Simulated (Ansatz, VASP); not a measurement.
# SnO2 (Cassiterite) in two plane-wave programs

Aim: how closely do two programs agree when they are given the same cell, functional and k mesh? The cell is taken from a series of runs on this material, whose earlier steps may have relaxed, scaled, displaced or heated it; both programs get it as it stands.

Main program and level: Ansatz 0.2.0; plane waves, with VASP 6.6.1 beside it; relaxation of cell and atoms at LDA.

### 1. Set-up

It takes space group P4_2/mnm (No. 136, tetragonal). Conventional cell: a = 4.738 Å, b = 4.738 Å, c = 3.187 Å, α = 90.00°, β = 90.00°, γ = 90.00°. Nearest to Sn lie 6 O at 2.05 to 2.06 Å. Nearest to O lie 3 Sn at 2.05 to 2.06 Å. Farther neighbours and most contacts between anions are not listed.

### 2. Ansatz: relaxation of cell and atoms, LDA

Ansatz runs on its default PAW (the set named soft_2) files.

The relaxed volume is the usual yardstick between codes: in a stiff, nearly cubic crystal its relative difference is about their pressure difference at one cell divided by the bulk modulus.

input.yaml reads:

```yaml
crystal:
  lattice:
    - [4.738, 0.0, 0.0]
    - [0.0, 4.738, 0.0]
    - [0.0, 0.0, 3.1865]
  atoms:
    - { symbol: Sn, position: [0.0, 0.0, 0.0] }
    - { symbol: Sn, position: [0.5, 0.5, 0.5] }
    - { symbol: O, position: [0.3060852453, 0.3060852453, 0.0] }
    - { symbol: O, position: [0.1939147547, 0.8060852453, 0.5] }
    - { symbol: O, position: [0.6939147547, 0.6939147547, 0.0] }
    - { symbol: O, position: [0.8060852453, 0.1939147547, 0.5] }
kpoints:
  mp_grid: { grid: [6, 6, 8] }
hamiltonian:
  xc: lda
scf:
  occupations: { method: gaussian, width: 0.01 }
output:
  forces: true
  stress: true
  eigenvalues: true
relax:
  adjacent_minimum: "off"
  f_tol: 0.001
  max_steps: 60
  cell: { stress_tol: 0.01 }
```

Run with:

```
> ansatz run input.yaml --threads 4 --pin off --max-ram 9216MiB --backend cpu --events-out ev --progress --plain --runs-dir out
```

Numbers of over 12 decimals in the logs are rounded to 6 here.

Output:

```text
Engine: ansatz 0.2.0, aarch64-unknown-linux-gnu
Pseudopotentials: kind: paw
Pseudopotential: Sn, paw, valence charge 14, recommended cutoff 420 eV (normal), Sn.paw.azcp
Pseudopotential: O, paw, valence charge 6, recommended cutoff 420 eV (normal), O.paw.azcp
Functional definition: SPW92
  exchange = slater_x
  correlation = pw_c
Crystal: 6 atoms, lattice volume = 71.533 Å³
Basis set: ecut = 420 eV, 1411 PW (Γ)
Bands: 32, of which v1, the nominal top of the filled ones, is band 26 counted from 1 (25 counted from 0)
Symmetry: 16 space group operations
Space group: P42/mnm (ITA 136), of the structure as read, at distance tolerance 4.2e-5 Å
k-points: 50 of 288
Non-local potential: Sn, projectors of the file, l = 0: 2, l = 1: 2, l = 2: 2, l = 3: 2
Non-local potential: O, projectors of the file, l = 0: 2, l = 1: 2, l = 2: 1
PAW form: soft (Blöchl's): semilocal exchange-correlation on the pseudo side does not see the compensation charge
PAW frozen core: Sn, regenerated for the run's functional, and the local potential with it (the file was generated under x = pbe(κ = 0.804, μ = 0.219515), c = pbe(β = 0.066725))
PAW frozen core: O, regenerated for the run's functional, and the local potential with it (the file was generated under x = pbe(κ = 0.804, μ = 0.219515), c = pbe(β = 0.066725))
PAW one-centre angular grid: Sn, 590 points (default); XC on 64 Gauss nodes
PAW one-centre angular grid: O, 110 points (default); XC on 64 Gauss nodes
Initial density: superposition of atomic densities (neutral atoms: chi_scale 0, normalization atom), corrected by the library's trained network
Initial wavefunctions: pseudopotential atomic-orbital guess
Functional: x = slater, c = lda
SCF iter   1: F=—  HF=-13980.425972 eV  |F-HF|=—  |Δ(HF+E_count)|=         —  Δρ=1.89e-2  dr2=2.12e-1  ethr=1.77e-3  ⟨swp⟩=6.4  Hψ=7141  notcnv=0
preconditioner: auto → Resta (q_TF=auto, 2.587 Å⁻¹)  ε∞=3.7  [insulator: Δε(μ)=0.941 eV  Ē_g=19.405 eV  σ=0.010 eV  W_gap=1.00  n_scr=18 (ndim 8)  ℏωp=31.7 eV  f_vac=0.027  D(μ)=0.00/eV (n_scr^D=0)  ε∞_Penn≈3.7]
SCF iter   2: F=—  HF=-13980.364269 eV  |F-HF|=—  |Δ(HF+E_count)|=   6.17e-2  Δρ=4.94e-3  dr2=6.84e-3  ethr=4.08e-4  ⟨swp⟩=2.3  Hψ=2758  notcnv=0  defer=91
SCF iter   3: F=—  HF=-13980.361790 eV  |F-HF|=—  |Δ(HF+E_count)|=   2.48e-3  Δρ=2.13e-3  dr2=1.77e-3  ethr=1.32e-5  ⟨swp⟩=2.0  Hψ=2930  notcnv=0  defer=91
SCF iter   4: F=—  HF=-13980.361210 eV  |F-HF|=—  |Δ(HF+E_count)|=   5.80e-4  Δρ=3.71e-4  dr2=6.35e-5  ethr=3.40e-6  ⟨swp⟩=3.0  Hψ=2906  notcnv=0  defer=91
SCF iter   5: F=—  HF=-13980.361203 eV  |F-HF|=—  |Δ(HF+E_count)|=   6.68e-6  Δρ=6.85e-5  dr2=2.58e-6  ethr=1.22e-7  ⟨swp⟩=1.0  Hψ=1509  notcnv=0  defer=91
SCF iter   6: F=-13980.361204 eV  HF=-13980.361204 eV  |F-HF|=2.22e-8  |Δ(HF+E_count)|=   7.59e-7  Δρ=7.83e-6  dr2=6.28e-8  ethr=1.92e-10  ⟨swp⟩=9.1  Hψ=8288  notcnv=0
SCF 1 converged in 6 iterations: F = -13980.361204 eV  dr2 = 6.28e-8
  greatest PAW one-centre occupation: 0.998 electrons in one spin orbital (limit 2), on the Sn atom at site 1 (counted from 0), in its partial waves of l = 2
relax step   1: F+E_penalty+E_count = -13980.36120391 eV  Δ(F+E_penalty+E_count) = +0.000e0 eV  max|allowed force component| = 3.125e-4 eV/Å  Δτ_max = 0.0000 Å  P = -0.970 GPa  Ω = 71.533 Å³  (6 SCF iters, dr2 threshold 1.00e-7 eV, accepted)
[...]
relax step   2: F+E_penalty+E_count = -13980.36499420 eV  Δ(F+E_penalty+E_count) = -3.790e-3 eV  max|allowed force component| = 3.721e-2 eV/Å  Δτ_max = 0.0023 Å  P = +0.001 GPa  Ω = 71.183 Å³  energy of the carried Pulay correction = +2.471e-3 eV  (4 SCF iters, dr2 threshold 6.00e-7 eV, accepted)
[...]
relax step   7: F+E_penalty+E_count = -13980.36273376 eV  Δ(F+E_penalty+E_count) = +2.620e-3 eV  max|allowed force component| = 3.328e-4 eV/Å  Δτ_max = 0.0000 Å  P = -0.051 GPa  Ω = 71.167 Å³  stress off target by 7.03e-2 GPa  SCF on the basis re-selected at this cell (its energy is not comparable with the rows above)  (5 SCF iters)
[...]
relax step   8: F+E_penalty+E_count = -13980.36288140 eV  Δ(F+E_penalty+E_count) = -1.476e-4 eV  max|allowed force component| = 3.194e-6 eV/Å  Δτ_max = 0.0000 Å  P = -0.001 GPa  Ω = 71.147 Å³  energy of the carried Pulay correction = +1.417e-4 eV  (4 SCF iters, dr2 threshold 1.24e-8 eV, accepted)
[...]
relax step   9: F+E_penalty+E_count = -13980.36286407 eV  Δ(F+E_penalty+E_count) = +1.733e-5 eV  max|allowed force component| = 1.151e-5 eV/Å  Δτ_max = 0.0000 Å  P = -0.002 GPa  Ω = 71.147 Å³  stress off target by 3.91e-3 GPa  SCF on the basis re-selected at this cell (its energy is not comparable with the rows above)  (5 SCF iters)
basis re-selected at this cell: Δ(F+E_penalty+E_count) = +1.733e-5 eV, ΔP = -0.001 GPa vs the last step (what re-selecting the basis moved, of the pressure what is left beyond the Pulay correction that the steps carried, after the strain that the cell walked since its last selection, with what the two solves' SCF thresholds leave and, on support functions, any second-order correction that the steps lacked; it is no m [...]
SCF converged after 5 iterations
Free energy (F): -13980.362864 eV
Harris-Foulkes:  -13980.362864 eV  (|F-HF|=0.00e0)
Internal energy: -13980.362864 eV  (E = F + TS)
E sigma→0 (E₀):  -13980.362864 eV
Fermi energy:    9.826353 eV
--- Per-component energies (eV) ---
  E_band       = -127.157952
  E_kinetic    = 1081.633228
  E_local      = -2850.529267  (includes V_loc(G=0)·N_el)
  E_nonlocal   = 151.070468
  E_hartree    = 1475.024193
  E_xc         = -1042.092518
  E_vxc        = -564.547393  (∫ρ·V_xc dr)
  E_paw        = -8602.799264  (= ΣΔE_a)
  E_vpaw       = -894.843552  (= ΣTr[D̂ρ^β])
  E_aug_tail   = 0.010192  (compensation charges beyond the density's cutoff)
  E_ewald      = -4193.917378
  E_core_change = 1.237482  (= ΣΔE_core)
  E_smearing   = -0.000000  (= −TS)
  E_closure    = 0.000000  (closes the sum)
  Σ components = -13980.362864   (vs F -13980.362864, Δ=0.00e0)
--- Forces (eV/Å), atoms counted from 1 ---
  atom   1  Sn    -0.00000000     0.00000000    -0.00000000
  atom   2  Sn     0.00000000    -0.00000000     0.00000000
  atom   3  O     -0.00001151    -0.00001151    -0.00000000
  atom   4  O      0.00001151    -0.00001151    -0.00000000
  atom   5  O      0.00001151     0.00001151     0.00000000
  atom   6  O     -0.00001151     0.00001151     0.00000000
  max |Σ_I F_I| component: 4.73e-30 eV/Å
--- Stress (GPa, compression-positive) ---
       -0.003915      -0.000000       0.000000
       -0.000000      -0.003915       0.000000
        0.000000       0.000000       0.001379
  P = ⅓ Tr σ = -0.0022 GPa (-0.022 kbar)
--- Band table (eV; the first three rows and the last of 50) ---
  k-point 0: bands = [... 22 lower, 7.9752, 8.4453, 8.4453, 9.2459, 10.4068, 15.1947, 15.3404, 15.3404, ... 2 higher]
  k-point 1: bands = [... 22 lower, 7.3876, 8.4801, 8.4801, 9.1093, 11.3700, 15.5177, 15.9975, 15.9975, ... 2 higher]
  k-point 2: bands = [... 22 lower, 6.7127, 8.3778, 8.3778, 8.7222, 12.9661, 15.9974, 17.4335, 17.4335, ... 2 higher]
  k-point 49: bands = [... 22 lower, 8.2617, 8.2617, 8.4003, 8.4003, 13.9531, 13.9531, 17.9105, 17.9105, ... 2 higher]
--- Relaxed structure (7 steps of the walk, 7 accepted, 2 SCFs on fresh bases) ---
  F+E_penalty+E_count = -13980.36286407 eV   max|allowed force component| = 1.151e-5 eV/Å   (the final SCF, on the basis selected at the relaxed cell)
  cell:  # Å, volume = 71.1473 Å³
    - [4.722286, 0, 0]
    - [0, 4.722286, 0]
    - [0, 0, 3.190464]
  atoms:
    - { symbol: Sn, position: [0, 0, 0] }
    - { symbol: Sn, position: [0.5, 0.5, 0.500000] }
    - { symbol: O, position: [0.306068, 0.306068, 0] }
    - { symbol: O, position: [0.193932, 0.806068, 0.500000] }
    - { symbol: O, position: [0.693932, 0.693932, 0] }
    - { symbol: O, position: [0.806068, 0.193932, 0.500000] }
```

The column dr2 measures how far the density is from self-consistency, as an energy; F and HF (Harris–Foulkes) agree once it is small.

### 3. VASP: relaxation of cell and atoms, LDA

The same cell, functional (in two slightly different forms), mesh and smearing now go to VASP, with its own data sets.

Lines of VASP's logs that name or quote its potential files are left out, and so is its time.

INCAR reads:

```
SYSTEM = SnO2
PREC = Accurate
ENCUT = 600
EDIFF = 1E-07
NELM = 120
ISMEAR = 0
SIGMA = 0.01
LREAL = .FALSE.
ALGO = Normal
GGA = CA
NBANDS = 32
LORBIT = 11
LWAVE = .FALSE.
LCHARG = .FALSE.
ISIF = 3
IBRION = 2
NSW = 80
EDIFFG = -0.005
LASPH = .TRUE.
GGA_COMPAT = .FALSE.
NELMIN = 4
EFERMI = MIDGAP
KPAR = 2
```

POSCAR reads:

```
SnO2
1.0
    4.7380000000      0.0000000000      0.0000000000
    0.0000000000      4.7380000000      0.0000000000
    0.0000000000      0.0000000000      3.1865000000
Sn O
2 4
Direct
    0.0000000000      0.0000000000      0.0000000000
    0.5000000000      0.5000000000      0.5000000000
    0.3060852680      0.3060852680      0.0000000000
    0.1939147320      0.8060852680      0.5000000000
    0.6939147320      0.6939147320      0.0000000000
    0.8060852680      0.1939147320      0.5000000000
```

KPOINTS reads:

```
Automatic mesh
0
Gamma
6 6 8
0 0 0
```

The projector-augmented-wave data sets are Sn_d and O (LDA family, release 64).

Run with:

```
> mpirun -np 2 vasp_std
```

Output:

```text
[banner, memory and clock lines left out]
running    2 mpi-ranks, on    1 nodes
 distrk:  each k-point on    1 cores,    2 groups
 distr:  one band on    1 cores,    1 groups

 POSCAR found type information on POSCAR SnO
 POSCAR found :  2 types and       6 ions
 LDA part: xc-table for (Slater(with rela. corr.)+CA(PZ))
 , standard interpolation
 POSCAR, INCAR and KPOINTS ok, starting setup
 FFT: planning ... GRIDC
 FFT: planning ... GRID_SOFT
 FFT: planning ... GRID
 WAVECAR not read
 entering main loop
       N       E                     dE             d eps       ncg     rms          rms(c)
DAV:   1     0.673770093102E+03    0.67377E+03   -0.28406E+04  3536   0.280E+03
DAV:   2     0.564673722469E+02   -0.61730E+03   -0.59183E+03  3520   0.716E+02
DAV:   3    -0.431330560574E+02   -0.99600E+02   -0.97824E+02  3600   0.231E+02
DAV:   4    -0.482842934476E+02   -0.51512E+01   -0.51264E+01  3872   0.575E+01
DAV:   5    -0.484426070917E+02   -0.15831E+00   -0.15823E+00  4008   0.104E+01    0.158E+01
DAV:   6    -0.423497522020E+02    0.60929E+01   -0.21979E+01  5248   0.703E+01    0.616E+00
DAV:   7    -0.423847112443E+02   -0.34959E-01   -0.20951E+00  3696   0.842E+00    0.324E+00
DAV:   8    -0.423079205341E+02    0.76791E-01   -0.29311E-01  4984   0.522E+00    0.747E-01
DAV:   9    -0.422911827730E+02    0.16738E-01   -0.66645E-02  5064   0.381E+00    0.133E-01
DAV:  10    -0.422913305166E+02   -0.14774E-03   -0.46012E-03  4608   0.594E-01    0.475E-02
DAV:  11    -0.422913347064E+02   -0.41898E-05   -0.24280E-04  5120   0.212E-01    0.219E-02
DAV:  12    -0.422913383421E+02   -0.36357E-05   -0.24938E-05  4608   0.459E-02    0.154E-02
DAV:  13    -0.422913343344E+02    0.40077E-05   -0.14708E-05  5096   0.482E-02    0.161E-03
DAV:  14    -0.422913344470E+02   -0.11267E-06   -0.14674E-06  3720   0.952E-03    0.835E-04
DAV:  15    -0.422913344498E+02   -0.27521E-08   -0.51874E-08  2544   0.210E-03
   1 F= -.42291334E+02 E0= -.42291334E+02  d E =-.422913E+02
[...]
2 F= -.42292264E+02 E0= -.42292264E+02  d E =-.929225E-03
[...]
3 F= -.42292283E+02 E0= -.42292283E+02  d E =-.949012E-03
 curvature:  -0.58 expect dE=-0.514E-04 dE for cont linesearch -0.182E-07
 trial: gam= 0.05848 g(F)=  0.835E-04 g(S)=  0.435E-05 ort =-0.710E-05 (trialstep = 0.103E+01)
 search vector abs. value=  0.926E-04
 bond charge predicted
       N       E                     dE             d eps       ncg     rms          rms(c)
DAV:   1    -0.422923340416E+02   -0.50481E-04   -0.20897E-02  3608   0.967E-01    0.533E-02
DAV:   2    -0.422923425802E+02   -0.85386E-05   -0.49098E-04  4032   0.175E-01    0.278E-02
DAV:   3    -0.422923291795E+02    0.13401E-04   -0.19964E-05  4424   0.575E-02    0.105E-02
DAV:   4    -0.422923271498E+02    0.20296E-05   -0.47880E-06  5120   0.284E-02    0.206E-03
DAV:   5    -0.422923271515E+02   -0.16425E-08   -0.78954E-07  3584   0.796E-03
   4 F= -.42292327E+02 E0= -.42292327E+02  d E =-.436898E-04
 trial-energy change:   -0.000044  1 .order   -0.000044   -0.000090    0.000003
 step:   0.9970(harm=  0.9970)  dis= 0.00066  next Energy=   -42.292327 (dE=-0.436E-04)
 reached required accuracy - stopping structural energy minimisation
```

Parts of OUTCAR (step 3):

```text
ion  position               nearest neighbor table
   1  0.000  0.000  0.000-   3 2.05   5 2.05   4 2.06   6 2.06   4 2.06   6 2.06   2 3.71   2 3.71
                             2 3.71   2 3.71   2 3.71   2 3.71   2 3.71   2 3.71
   2  0.500  0.500  0.500-   4 2.05   6 2.05   5 2.06   3 2.06   3 2.06   5 2.06   1 3.71   1 3.71
                             1 3.71   1 3.71   1 3.71   1 3.71   1 3.71   1 3.71
   3  0.306  0.306  0.000-   1 2.05   2 2.06   2 2.06
   4  0.194  0.806  0.500-   2 2.05   1 2.06   1 2.06
   5  0.694  0.694  0.000-   1 2.05   2 2.06   2 2.06
   6  0.806  0.194  0.500-   2 2.05   1 2.06   1 2.06

  LATTYP: Found a simple tetragonal cell.
 ALAT       =     4.7380000000
 C/A-ratio  =     0.6725411566

 Subroutine GETGRP returns: Found 16 space group operations
 (whereof  8 operations were pure point group operations)

The static configuration has the point symmetry D_2h.
 The point group associated with its full space group is D_4h.

 Found     50 irreducible k-points:

   k-points           NKPTS =     50   k-points in BZ     NKDIM =     50   number of bands    NBANDS=     32

   dimension x,y,z NGX =    40 NGY =   40 NGZ =   28
   dimension x,y,z NGXF=    80 NGYF=   80 NGZF=   56

   ENCUT  =  600.0 eV  44.10 Ry    6.64 a.u.   9.46  9.46  6.36*2*pi/ulx,y,z

   NELECT =      52.0000    total number of electrons

 k-points in reciprocal lattice and weights: Automatic mesh
   0.00000000  0.00000000  0.00000000       0.003
   0.16666667  0.00000000  0.00000000       0.014
   0.33333333  0.00000000  0.00000000       0.014
   0.50000000  0.00000000  0.00000000       0.007
   0.16666667  0.16666667  0.00000000       0.014
   0.33333333  0.16666667  0.00000000       0.028
   0.50000000  0.16666667  0.00000000       0.014
   0.33333333  0.33333333  0.00000000       0.014
   0.50000000  0.33333333  0.00000000       0.014
[...]
0.50000000  0.33333333  0.50000000       0.014
   0.50000000  0.50000000  0.50000000       0.003

 average (electrostatic) potential at core
       1 -99.1765       2 -99.1765       3 -68.9759       4 -68.9759       5 -68.9759
       6 -68.9759

 E-fermi :   6.4646

 k-point     1 :       0.0000    0.0000    0.0000
  band No.  band energies     occupation
    ...
     22       4.6069      2.00000
     23       4.6069      2.00000
     24       5.0844      2.00000
     25       5.0844      2.00000
     26       5.8891      2.00000
     27       7.0401      0.00000
     28      11.8110      0.00000
     29      11.9407      0.00000
     30      11.9407      0.00000
     31      15.9877      0.00000
    ...

 k-point     2 :       0.1667    0.0000    0.0000
  band No.  band energies     occupation
    ...
     22       4.5293      2.00000
     23       4.6136      2.00000
     24       4.6302      2.00000
     25       5.1045      2.00000
     26       5.7439      2.00000
     27       7.7402      0.00000
     28      11.5953      0.00000
     29      12.0594      0.00000
     30      12.1928      0.00000
     31      16.2742      0.00000
    ...

 k-point     3 :       0.3333    0.0000    0.0000
  band No.  band energies     occupation
    ...
     22       4.2147      2.00000
     23       4.6309      2.00000
     24       4.6530      2.00000
     25       5.1564      2.00000
     26       5.4343      2.00000
     27       8.9899      0.00000
     28      11.1067      0.00000
     29      12.4039      0.00000
     30      12.5615      0.00000
     31      16.6386      0.00000
    ...

  Total        0.0143003      0.0143003      0.0216656      0.0000000      0.0000000      0.0000000
  in kB        0.3208586      0.3208586      0.4861156      0.0000000      0.0000000      0.0000000
  external PRESSURE =       0.3759443 kB  Pullay stress =       0.0000000 kB

  energy-cutoff  :      600.00
  volume of cell :       71.41
      direct lattice vectors                 reciprocal lattice vectors
     4.726748724 -0.000000000  0.000000000     0.211561912  0.000000000  0.000000000
    -0.000000000  4.726748724  0.000000000     0.000000000  0.211561912  0.000000000
     0.000000000  0.000000000  3.196073658     0.000000000  0.000000000  0.312883903

 POSITION                                       TOTAL-FORCE (eV/Angst)
 -----------------------------------------------------------------------------------
      4.72675      4.72675      3.19607         0.000000      0.000000     -0.000000
      2.36337      2.36337      1.59804        -0.000000      0.000000     -0.000000
      1.44660      1.44660      3.19607        -0.000491     -0.000491      0.000000
      0.91678      3.80997      1.59804         0.000491     -0.000491      0.000000
      3.28015      3.28015      0.00000         0.000491      0.000491     -0.000000
      3.80997      0.91678      1.59804        -0.000491      0.000491     -0.000000
 -----------------------------------------------------------------------------------
    total drift:                                0.000000     -0.000000     -0.000000

  FREE ENERGIE OF THE ION-ELECTRON SYSTEM (eV)
  ---------------------------------------------------
  free  energy   TOTEN  =       -42.2923271515 eV

  energy  without entropy=      -42.2923271515  energy(sigma->0) =      -42.29232715

 reached required accuracy - stopping structural energy minimisation

 total charge
# of ion       s       p       d       tot
------------------------------------------
    1        0.894   1.126  10.390  12.410
    2        0.894   1.126  10.390  12.410
    3        1.546   3.496   0.000   5.042
    4        1.546   3.496   0.000   5.042
    5        1.546   3.496   0.000   5.042
    6        1.546   3.496   0.000   5.042
--------------------------------------------------
tot          7.971  16.236  20.780  44.987

[... 3 further parts left out ...]
```

### 4. Comparison

Known differences besides the potentials themselves: the two LDA forms differ slightly; the cutoff is 420 eV in Ansatz and 600 eV in VASP; VASP's log shows a relativistic correction to its local exchange, Ansatz's none; Ansatz adds a Pulay correction to the stress that steers its cell, VASP none. Total energies have different zeros and are not compared.

Compared:

```tsv
quantity	Ansatz	VASP	difference
volume (Å³)	71.15	71.41	-0.36 %
edge a after relaxation, in the typed setting (Å)	4.722	4.727	-0.09 %
edge c after relaxation, in the typed setting (Å)	3.191	3.196	-0.18 %
```

### 5. Summary of results

```yaml
difference_in_volume_relaxation_of_cell_and_atoms_lda: -0.36 %
```

The difference in volume is -0.36 % (relaxation of cell and atoms, LDA), within the 1.2 % picked in this series as the mark of a large difference, as far as the stopping tolerances let one tell. Such differences can come from data sets, numerical settings and the points named under the comparisons, not from the functional's error against experiment.

[Lines on the potential files, build, host, timing and source positions are cut from VASP's logs without a mark.]

[Logs are printed without paths, hosts, clocks, repeated set-up lines and the standing remarks that a program may print on its own settings, such as how far it seeks lower states.]

[Hosts, paths, dates, database ids (printed as entryN), source tags and the programs' standing remarks are cut or masked in the printed files.]
